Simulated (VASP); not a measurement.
Given:

```xyz
4
Lattice="0.0000 1.9414 1.9414 1.9414 0.0000 1.9414 7.9580 7.9580 -0.1924" Properties=species:S:1:pos:R:3 pbc="T T T"
Ir     2.0016     2.0016     3.8227
Ir     1.9294     1.9294     0.0120
Ag     3.9524     3.9524    -0.0696
Ag     7.9365     7.9365     3.7119
```

Calculation: PBEsol GGA, VASP's PBE PAW potentials (set 64) (plane waves; VASP 6.6.1). Run with 400 eV cut-off, 15×15×4 Γ-centred mesh, tetrahedra with Blöchl corrections, potentials Ir Ag.

The cores are frozen, which limits the accuracy of field gradients.

Give the principal components of the electric field gradient (V/Å²) and the asymmetry η at each nucleus.

```csv
atom,Vxx,Vyy,Vzz,η
Ir1,-9.7,-9.7,19.4,0.00
Ir2,-9.7,-9.7,19.4,0.00
Ag3,0.2,0.2,-0.5,-
Ag4,0.2,0.2,-0.5,-
```

The structure was generated: Ag2Ir2 was put into an ordered model structure (R-3m), which need not be its known phase. It was relaxed first.
